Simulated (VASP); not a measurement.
```xyz
4
Lattice="4.0570 0.0000 0.0000 0.0000 4.0570 0.0000 0.0000 0.0000 4.0570" Properties=species:S:1:pos:R:3 pbc="T T T"
Sc     0.0000     0.0000     0.0000
Al     0.0000     2.0285     2.0285
Al     2.0285     0.0000     2.0285
Al     2.0285     2.0285     0.0000
```

Method: PBE GGA with D4 dispersion, VASP's PBE PAW potentials (set 64) (plane waves; VASP 6.6.1). Numerical set-up: 520 eV cut-off, 9×9×9 Γ-centred mesh, tetrahedra with Blöchl corrections, potentials Sc_sv Al.

Question: Predict the energy per atom (σ→0), band gap (on the k-mesh) with the smallest direct gap where there is one.

Answer: 
```
Item                                                         Value
------------------------  ----------------------------------------
band gap (on the k-mesh)  none (metal, semimetal or under 0.01 eV)
energy per atom (σ→0)                               -5169 meV/atom
```

The absolute energy has meaning only against runs of the same code, potentials and settings.

The compound is Al3Sc in the L1_2 structure. It was relaxed first.
